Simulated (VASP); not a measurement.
```
B
1.0
    1.83713     0.00000     0.00000
    0.00000     1.83713     0.00000
    0.00000     0.00000     1.83713
B
1
Cartesian
  0.00000   0.00000   0.00000
```

Method: PBE GGA, VASP's PBE PAW potentials (set 64) (plane waves; VASP 6.6.1). Numerical set-up: 400 eV cut-off, 12×12×12 Γ-centred mesh, Fermi-Dirac smearing of 0.10 eV, potentials B.

At this cut-off the stress carries a Pulay error, which pulls relaxed volumes low.

Problem. Give the stress tensor in GPa (positive for a compressed cell).

Solution. 
```
21.71   0.00   0.00
 0.00  21.71   0.00
 0.00   0.00  21.71
```
The pressure is its mean diagonal, 21.71 GPa.

The structure was generated: B was put into an ordered model structure, which need not be its known phase. The cell was not relaxed at this level.
